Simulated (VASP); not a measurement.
Wanted: the native input for a VASP 6.6.1 run.

```yaml
Task: relaxation of cell and atoms
Functional: LDA
Potentials_or_basis: VASP PAW LDA potentials, release 64 (Sc_sv, Hg)
Cutoff: 600 eV
k_mesh: 12 × 12 × 12
Occupations: gaussian, width 0.1 eV
Spin: no spin polarisation
Dipole_correction: no
Further_INCAR_settings: ALGO = Fast; EDIFF = 1e-07; IBRION = 2; EDIFFG = -0.005; NSW = 100; ISIF = 3
```

The structure of ScHg lies in POSCAR:

```
ScHg
1.0
    3.4800000000      0.0000000000      0.0000000000
    0.0000000000      3.4800000000      0.0000000000
    0.0000000000      0.0000000000      3.4800000000
Sc Hg
1 1
Direct
    0.5000000000      0.5000000000      0.5000000000
    0.0000000000      0.0000000000      0.0000000000
```

These files were run (other wordings do the same):

INCAR

```
PREC = Accurate ; ENCUT = 600
EDIFF = 1E-7 ; ISMEAR = 0
SIGMA = 0.1 ; LREAL = F
LASPH = T ; NELM = 100
ALGO = Fast ; ISIF = 3
LWAVE = F ; LCHARG = F
IBRION = 2 ; NSW = 100
EDIFFG = -0.005
```

KPOINTS

```
regular mesh
0
Gamma
  12 12 12
```

Potentials or basis: VASP PAW LDA potentials, release 64 (Sc_sv, Hg).

Launch:

```bash
$ cat potpaw_LDA.64/Sc_sv/POTCAR potpaw_LDA.64/Hg/POTCAR > POTCAR
$ mpirun -np 1 vasp_std > vasp.out
```

Results of the run:

- Relaxed volume: 20.24 Å³/atom
- Relaxed cell: a = 3.433 Å, b = 3.433 Å, c = 3.433 Å, α = 90.00°, β = 90.00°, γ = 90.00°
- Space group after relaxing (to 0.05 Å): Pm-3m (No. 221)
- Energy gained by relaxing: 9.6 meV/atom
- Ionic steps: 3
- Pressure after relaxing: 0.0 GPa
- Band gap on the k mesh: none (metal or under the smearing width)

Run time: 93 s on 1 thread of AMD EPYC 9R45 (Zen 5), on a shared host, peak memory 0.17 GiB.
